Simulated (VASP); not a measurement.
The system is SnBrCl3.

```
CELL_PARAMETERS angstrom
7.30000 0.00000 0.00000
0.00000 6.30000 0.00000
0.00000 0.00000 6.15000
ATOMIC_POSITIONS crystal
Sn 0.50000 0.17000 0.50000
Sn 0.00000 0.83000 0.00000
Br 0.50000 0.17000 0.89500
Br 0.00000 0.83000 0.39500
Cl 0.50000 0.82900 0.37600
Cl 0.75500 0.34100 0.37600
Cl 0.24500 0.34100 0.37600
Cl 0.00000 0.17100 0.87600
Cl 0.25500 0.65900 0.87600
Cl 0.74500 0.65900 0.87600
```

The cell was built by a generator and needn't be a form met in nature.

| Property | Result |
| --- | --- |
| Program | VASP 6.6.1 |
| Task | relaxation of cell and atoms |
| Functional | PBE |
| Potentials or basis | VASP PAW PBE potentials, release 64 (Sn_d, Br, Cl) |
| Cutoff | 520 eV |
| k mesh | 2 × 2 × 3 |
| Occupations | gaussian, width 0.15 eV |
| Spin | no spin polarisation |

At the start: pressure 4.6 GPa; volume 28.28 Å³/atom.

Question: How do energy, volume and symmetry change on relaxing?

Answer: Over 22 steps the energy falls by 96.5 meV/atom and the volume is 45.47 Å³/atom (+60.8 %); space group Pmn2_1 (No. 31, to 0.05 Å).

The path:
```csv
step,energy change (eV),largest force (eV/Å),pressure (GPa),volume (Å³)
1,0.0000,0.5045,4.56,282.84
2,-0.2195,1.0407,-1.29,317.11
3,-0.3027,0.6059,0.31,304.25
4,-0.4130,0.4958,0.43,311.45
5,-0.6383,0.7214,0.29,333.71
6,-0.6745,1.5772,1.06,381.27
7,-0.7230,1.1390,0.77,362.60
8,-0.7738,0.9649,0.54,368.54
9,-0.8801,0.4089,0.12,386.73
10,-0.8798,0.9743,-0.15,424.87
11,-0.9155,0.2559,-0.07,405.91
12,-0.9212,0.2449,0.00,407.97
13,-0.9336,0.3241,0.12,414.19
14,-0.9341,0.5201,0.44,426.80
15,-0.9376,0.4080,0.33,420.28
16,-0.9434,0.3286,0.34,423.43
17,-0.9548,0.2059,0.17,432.97
18,-0.9570,0.1990,0.23,436.92
19,-0.9575,0.2766,0.13,444.88
20,-0.9641,0.1398,-0.02,451.14
21,-0.9647,0.1050,-0.05,453.91
22,-0.9646,0.0737,-0.06,454.68
```

Final structure:
```yaml
crystal:
  lattice:
    - [8.68917, 0.00000, 0.00000]
    - [0.00000, 7.27040, 0.00000]
    - [0.00000, 0.00000, 7.19731]
  atoms:
    - { symbol: Sn, position: [0.50000, 0.16987, 0.50521] }
    - { symbol: Sn, position: [0.00000, 0.83013, 0.00521] }
    - { symbol: Br, position: [0.50000, 0.17343, 0.84817] }
    - { symbol: Br, position: [0.00000, 0.82657, 0.34817] }
    - { symbol: Cl, position: [0.50000, 0.87232, 0.38687] }
    - { symbol: Cl, position: [0.71699, 0.31858, 0.39138] }
    - { symbol: Cl, position: [0.28301, 0.31858, 0.39138] }
    - { symbol: Cl, position: [0.00000, 0.12768, 0.88687] }
    - { symbol: Cl, position: [0.21699, 0.68142, 0.89138] }
    - { symbol: Cl, position: [0.78301, 0.68142, 0.89138] }
```

Caveat: the k mesh is coarse (spacing up to 0.50 Å⁻¹), so the values aren't converged; the volume moved by over 15 % at a fixed basis, so the end points are rough.
